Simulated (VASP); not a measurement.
Set up this calculation in VASP 6.6.1, as the native input.

```yaml
Task: single point
Functional: PBEsol
Potentials_or_basis: VASP PAW PBE potentials, release 64 (Cu, Ga_d, P)
Cutoff: 350 eV
k_mesh: 2 × 2 × 2
Occupations: gaussian, width 0.03 eV
Spin: collinear spin, zero start
Starting_moments: "[0.0, 0.0, 0.0, 0.0, 0.0, 0.0, 0.0, 0.0, 0.0, 0.0, 0.0, 0.0, 0.0, 0.0, 0.0, 0.0, 0.0, 0.0, 0.0, 0.0, 0.0, 0.0, 0.0, 0.0] μB"
Fixed_moment: 0 μB
Dq: 0
Further_INCAR_settings: LREAL = Auto; ALGO = Normal; EDIFF = 1e-05; ISYM = 0
```

The structure of Ga11CuP12 (a cell with a defect) lies in POSCAR:

```
Ga11CuP12                               
1.0
    0.0000000000      8.1757500000      8.1757500000
    5.4505000000      0.0000000000      5.4505000000
    5.4505000000      5.4505000000      0.0000000000
  Cu              Ga              P             
     1    11    12
Direct
     0.9976140367098496    0.0007138858922077    0.0007814879082769
     0.0003404108744225    0.0027745988132963    0.4985769677534456
     0.9993729415378471    0.4996732874904444    0.0023938224120196
     0.9991254994370617    0.4990617841409100    0.4999244292094523
     0.3292451994486014    0.0012755529892520    0.0022452661755577
     0.3297574176932551    0.0012456389733732    0.5013801279289741
     0.3293543478794149    0.5012664224964680    0.0018339296496863
     0.3317467748367257    0.4989649526541284    0.5016563210466105
     0.6675816623348695    0.0003167172005424    0.0040929151466739
     0.6662504442101942    0.9998849939567520    0.4982226350139679
     0.6656836228039614    0.4930008682449730    0.0058955022144401
     0.6662084448250664    0.4975871292789549    0.5026674317977300
     0.0799760014969162    0.1223012072152926    0.1216664466789815
     0.0816543998181681    0.1203166769742968    0.6375124419308494
     0.0810653805219705    0.6367332684487945    0.1210497421596517
     0.0816556229015743    0.6260959254346438    0.6258954877521543
     0.4166723542019375    0.1247903596716795    0.1253439985113543
     0.4156253100592936    0.1237467947751377    0.6268518440197212
     0.4149227588250212    0.6252005401474738    0.1262294920922702
     0.4157768882999811    0.6244933343730023    0.6255012641643496
     0.7587971363771345    0.1190141376822626    0.1247231241508557
     0.7500284787478190    0.1225119105091940    0.6275120031446841
     0.7492701881022958    0.6235991000724084    0.1272801360411477
     0.7490846780566263    0.6227729125645171    0.6283761830971318
```

One way to write it, as run:

INCAR

```
  ALGO = Normal
  EDIFF = 1E-5
  ENCUT = 350
  GGA = PS
  ISIF = 2
  ISMEAR = 0
  ISPIN = 2
  ISYM = 0
  LASPH = True
  LCHARG = False
  LMAXMIX = 4
  LORBIT = 11
  LREAL = Auto
  LWAVE = False
  MAGMOM = 0 0 0 0 0 0 0 0 0 0 0 0 0 0 0 0 0 0 0 0 0 0 0 0
  NELM = 120
  NUPDOWN = 0
  PREC = Accurate
  SIGMA = 0.03
```

KPOINTS

```
k-points
0
Gamma
  2 2 2
```

Potentials or basis: VASP PAW PBE potentials, release 64 (Cu, Ga_d, P).

The run is started by

```console
$ cat potpaw_PBE.64/Cu/POTCAR potpaw_PBE.64/Ga_d/POTCAR potpaw_PBE.64/P/POTCAR > POTCAR
$ mpirun -np 1 vasp_std > vasp.out
```

It gave:

The pressure is -2.0 GPa, the largest force is 0.049 eV/Å and the net moment is 0.00 μB per cell. The valence electrons inside the program's atomic spheres are Cu 10.05; Ga 11.71, 11.70, 11.72; P 2.48, 2.52, 2.51.

Caveat: the k mesh is coarse (spacing up to 0.50 Å⁻¹), so the values aren't converged; the cutoff is under 1.25 times the usual one of these potentials, so pressure, stress and relaxed cells hold a basis-set (Pulay) error; the PAW data sets were made with another functional, which shifts forces and pressure a little; the total moment is fixed, so each spin has its own Fermi level.

Run time: 21 min on 1 thread of AMD EPYC 9R45 (Zen 5) (shared host), peak memory 0.72 GiB.
